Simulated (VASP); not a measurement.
VASP input:

File POSCAR:
```
InP
1
    0.0000000000     2.9350548509     2.9350108673
    2.9349469774     0.0000000000     2.9350541457
    2.9349744195     2.9349695082     0.0000000000
In P
1 1
Direct
  0.0000000000   0.0000000000   0.0000000000
  0.2500000000   0.2500000000   0.2500000000
```

**KPOINTS**
```
Automatic mesh
0
Gamma
6 6 6
0 0 0
```

INCAR:
```
SYSTEM = InP
PREC = Accurate
ENCUT = 400
EDIFF = 1E-6
NELM = 100
ALGO = Normal
LREAL = .FALSE.
LASPH = .TRUE.
ISMEAR = 0
SIGMA = 0.05
GGA = PE
LMAXMIX = 4
LWAVE = .FALSE.
LCHARG = .FALSE.
ISIF = 2
```

POTCAR, in this order: In_d P (PBE.64 set). Program: vasp_std.

Output of the run:

### standard output
```
 POSCAR found type information on POSCAR InP
 POSCAR found :  2 types and       2 ions
 Reading from existing POTCAR
 Reading from existing POTCAR

 -----------------------------------------------------------------------------
|                                                                             |
|           W    W    AA    RRRRR   N    N  II  N    N   GGGG   !!!           |
|           W    W   A  A   R    R  NN   N  II  NN   N  G    G  !!!           |
|           W    W  A    A  R    R  N N  N  II  N N  N  G       !!!           |
|           W WW W  AAAAAA  RRRRR   N  N N  II  N  N N  G  GGG   !            |
|           WW  WW  A    A  R   R   N   NN  II  N   NN  G    G                |
|           W    W  A    A  R    R  N    N  II  N    N   GGGG   !!!           |
|                                                                             |
|     Inconsistent Bravais lattice types found for crystalline and            |
|     reciprocal lattice:                                                     |
|                                                                             |
|        Crystalline: body-centered tetragonal                                |
|        Reciprocal : face-centered orthorhombic                              |
|                    (instead of body-centered tetragonal)                    |
|                                                                             |
|     In most cases this is due to inaccuracies in the specification of       |
|     the crytalline lattice vectors.                                         |
|                                                                             |
|     Suggested SOLUTIONS:                                                    |
|      ) Refine the lattice parameters of your structure,                     |
|      ) and/or try changing SYMPREC.                                         |
|                                                                             |
 -----------------------------------------------------------------------------

 LDA part: xc-table for (Slater+PW92), standard interpolation

 -----------------------------------------------------------------------------
|                                                                             |
|     EEEEEEE  RRRRRR   RRRRRR   OOOOOOO  RRRRRR      ###     ###     ###     |
|     E        R     R  R     R  O     O  R     R     ###     ###     ###     |
|     E        R     R  R     R  O     O  R     R     ###     ###     ###     |
|     EEEEE    RRRRRR   RRRRRR   O     O  RRRRRR       #       #       #      |
|     E        R   R    R   R    O     O  R   R                               |
|     E        R    R   R    R   O     O  R    R      ###     ###     ###     |
|     EEEEEEE  R     R  R     R  OOOOOOO  R     R     ###     ###     ###     |
|                                                                             |
|     IBZKPT: not all point group operations associated with the symmetry     |
|     operators of the crystalline lattice are members of the point group     |
|     of the reciprocal lattice.                                              |
|                                                                             |
|       ---->  I REFUSE TO CONTINUE WITH THIS SICK JOB ... BYE!!! <----       |
|                                                                             |
 -----------------------------------------------------------------------------
```

Task: From input and log, find the fault in this run and mend it.

Result: The cause: the lattice vectors carry noise near SYMPREC. VASP stops with an error: IBZKPT: not all point group operations associated with the symmetry operators of the crystalline lattice are members of the point group of the reciprocal lattice. ----> I REFUSE TO CONTINUE WITH THIS SICK JOB ... BYE!!! <---- To mend it, correct POSCAR.
POSCAR:
```
InP
1
    0.0000000000     2.9350000000     2.9350000000
    2.9350000000     0.0000000000     2.9350000000
    2.9350000000     2.9350000000     0.0000000000
In P
1 1
Direct
  0.0000000000   0.0000000000   0.0000000000
  0.2500000000   0.2500000000   0.2500000000
```
The mended run (PBE GGA, plane waves, VASP's PBE PAW potentials (set 64)) converges, and its OSZICAR ends with
```
   1 F= -.83746289E+01 E0= -.83746289E+01  d E =-.786202E-13
```

The compound is InP in the zinc blende structure. The cell was not relaxed at this level.
